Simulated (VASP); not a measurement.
Consider the following.

```
Yb
1.0
    0.00000     2.60073     2.60073
    2.60073     0.00000     2.60073
    2.60073     2.60073     0.00000
Yb
1
Cartesian
  0.00000   0.00000   0.00000
```

The numbers are results of optB88-vdW, VASP's PBE PAW potentials (set 64) (plane waves; VASP), not measurements. Run with 520 eV cut-off, 9×9×9 Γ-centred mesh, Gaussian smearing of 0.050 eV, potentials Yb_2.

The 4f electrons are frozen in the core of the lanthanide potential, so 4f levels, which can set the real gap, and their magnetism are missing.

**Question.** Predict the energy per atom (σ→0), pressure.

**Answer.** 
- energy per atom (σ→0) = 1.055 eV/atom
- pressure = 1.47 GPa

Total energies compare only between runs with the same potentials, cut-off and functional.

The compound is Yb in the fcc structure. This cell is one point of a volume scan, at 0.94 of the reference volume.
